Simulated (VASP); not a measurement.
```yaml
crystal:
  lattice:
    - [4.21205, 0.00000, 0.00000]
    - [-2.10603, 3.64774, 0.00000]
    - [0.00000, 0.00000, 7.26943]
  atoms:
    - { symbol: Sr, position: [0.00000, 0.00000, 0.00000] }
    - { symbol: Zn, position: [0.66667, 0.33333, 0.37134] }
    - { symbol: Zn, position: [0.33333, 0.66667, 0.62866] }
    - { symbol: As, position: [0.66667, 0.33333, 0.72794] }
    - { symbol: As, position: [0.33333, 0.66667, 0.27206] }
```

Calculation: r2SCAN meta-GGA, VASP's PBE PAW potentials (set 64) (plane waves; VASP 6.6.1). Settings: 400 eV cut-off, 6×6×3 Γ-centred mesh, Gaussian smearing of 0.050 eV, potentials Sr_sv Zn As.

What does the run give for the energy per atom (σ→0), band gap (on the k-mesh) with the smallest direct gap where there is one?

```json
{
 "band gap (on the k-mesh)": "0.72 eV",
 "smallest direct gap (on the k-mesh)": "0.72 eV",
 "energy per atom (σ→0)": "-13.272 eV/atom"
}
```

Total energies compare only between runs with the same potentials, cut-off and functional.

The structure comes from a computed database's SrZn2As2 entry (P-3m1); how it stands against other phases isn't given here. It was relaxed first. The start is the result of an earlier pass.
